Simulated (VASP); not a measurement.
Here is a VASP 6.6.1 calculation.

The input POSCAR:

```
NaCu
1.0
    2.9422367500      0.0000000000      0.0000000000
    0.0000000000      2.9422367500      0.0000000000
    0.0000000000      0.0000000000      4.0409127600
Na Cu
1 1
Direct
    0.0000000000      0.0000000000      0.0000000000
    0.5000000000      0.5000000000      0.5000000000
```

The input INCAR.step1:

```
ALGO = Normal ; EDIFF = 1E-5
ENCUT = 520 ; GGA = PE
ISIF = 2 ; ISMEAR = -1
LASPH = True ; LCHARG = False
LMAXMIX = 4 ; LREAL = False
LWAVE = True ; NBANDS = 16
NELM = 100 ; PREC = Accurate
SIGMA = 0.05
```

File INCAR.step2:

```
ALGO = Normal ; EDIFF = 1E-7
ENCUT = 520 ; ISIF = 2
ISMEAR = -1 ; ISTART = 1
LASPH = True ; LCHARG = False
LMAXMIX = 4 ; LREAL = False
LWAVE = False ; METAGGA = MBJ
NBANDS = 16 ; NELM = 100
PREC = Accurate ; SIGMA = 0.05
```

KPOINTS

```
k-points
0
Gamma
  9 9 7
```

Contents of KPOINTS_OPT:

```
path GXMGZRAZ,XR,MA
15
line-mode
reciprocal
 0.0000000000  0.0000000000  0.0000000000  G
 0.0000000000  0.5000000000  0.0000000000  X

 0.0000000000  0.5000000000  0.0000000000  X
 0.5000000000  0.5000000000  0.0000000000  M

 0.5000000000  0.5000000000  0.0000000000  M
 0.0000000000  0.0000000000  0.0000000000  G

 0.0000000000  0.0000000000  0.0000000000  G
 0.0000000000  0.0000000000  0.5000000000  Z

 0.0000000000  0.0000000000  0.5000000000  Z
 0.0000000000  0.5000000000  0.5000000000  R

 0.0000000000  0.5000000000  0.5000000000  R
 0.5000000000  0.5000000000  0.5000000000  A

 0.5000000000  0.5000000000  0.5000000000  A
 0.0000000000  0.0000000000  0.5000000000  Z

 0.0000000000  0.5000000000  0.0000000000  X
 0.0000000000  0.5000000000  0.5000000000  R

 0.5000000000  0.5000000000  0.0000000000  M
 0.5000000000  0.5000000000  0.5000000000  A
```

Potentials or basis: VASP PAW PBE potentials, release 64 (Na_pv, Cu).

Launch:

```bash
$ cat potpaw_PBE.64/Na_pv/POTCAR potpaw_PBE.64/Cu/POTCAR > POTCAR
$ cp INCAR.step1 INCAR
$ mpirun -np 1 vasp_std > vasp.out
$ cp INCAR.step2 INCAR
$ mpirun -np 1 vasp_std > vasp.out
```

Task: Estimate the band gap along the path.

Result: None (metal or under the smearing width).

Levels at the corners of the path, in eV from the Fermi level:
| point | band 5 | band 6 | band 7 | band 8 | band 9 | band 10 | band 11 | band 12 | band 13 | band 14 |
| --- | --- | --- | --- | --- | --- | --- | --- | --- | --- | --- |
| Γ | -3.16 | -3.13 | -2.48 | -2.48 | -2.25 | 2.89 | 5.18 | 10.96 | 10.98 | 10.98 |
| X | -2.97 | -2.93 | -2.53 | -2.44 | -1.04 | -0.67 | 5.60 | 9.06 | 9.14 | 9.66 |
| X | -2.97 | -2.93 | -2.53 | -2.44 | -1.04 | -0.67 | 5.60 | 9.06 | 9.14 | 9.66 |
| M | -2.88 | -2.88 | -2.77 | -1.96 | 2.32 | 2.32 | 2.55 | 6.33 | 9.91 | 11.59 |
| M | -2.88 | -2.88 | -2.77 | -1.96 | 2.32 | 2.32 | 2.55 | 6.33 | 9.91 | 11.59 |
| Γ | -3.16 | -3.13 | -2.48 | -2.48 | -2.25 | 2.89 | 5.18 | 10.96 | 10.98 | 10.98 |
| Γ | -3.16 | -3.13 | -2.48 | -2.48 | -2.25 | 2.89 | 5.18 | 10.96 | 10.98 | 10.98 |
| Z | -3.11 | -2.54 | -2.50 | -2.50 | -2.45 | -2.25 | 11.67 | 11.75 | 11.75 | 12.88 |
| Z | -3.11 | -2.54 | -2.50 | -2.50 | -2.45 | -2.25 | 11.67 | 11.75 | 11.75 | 12.88 |
| R | -3.15 | -2.54 | -2.50 | -2.47 | 0.18 | 0.44 | 0.87 | 4.57 | 16.13 | 16.58 |
| R | -3.15 | -2.54 | -2.50 | -2.47 | 0.18 | 0.44 | 0.87 | 4.57 | 16.13 | 16.58 |
| A | -2.96 | -2.96 | -2.46 | -1.96 | 3.24 | 3.24 | 3.57 | 5.25 | 7.09 | 7.09 |
| A | -2.96 | -2.96 | -2.46 | -1.96 | 3.24 | 3.24 | 3.57 | 5.25 | 7.09 | 7.09 |
| Z | -3.11 | -2.54 | -2.50 | -2.50 | -2.45 | -2.25 | 11.67 | 11.75 | 11.75 | 12.88 |
| X | -2.97 | -2.93 | -2.53 | -2.44 | -1.04 | -0.67 | 5.60 | 9.06 | 9.14 | 9.66 |
| R | -3.15 | -2.54 | -2.50 | -2.47 | 0.18 | 0.44 | 0.87 | 4.57 | 16.13 | 16.58 |
| M | -2.88 | -2.88 | -2.77 | -1.96 | 2.32 | 2.32 | 2.55 | 6.33 | 9.91 | 11.59 |
| A | -2.96 | -2.96 | -2.46 | -1.96 | 3.24 | 3.24 | 3.57 | 5.25 | 7.09 | 7.09 |
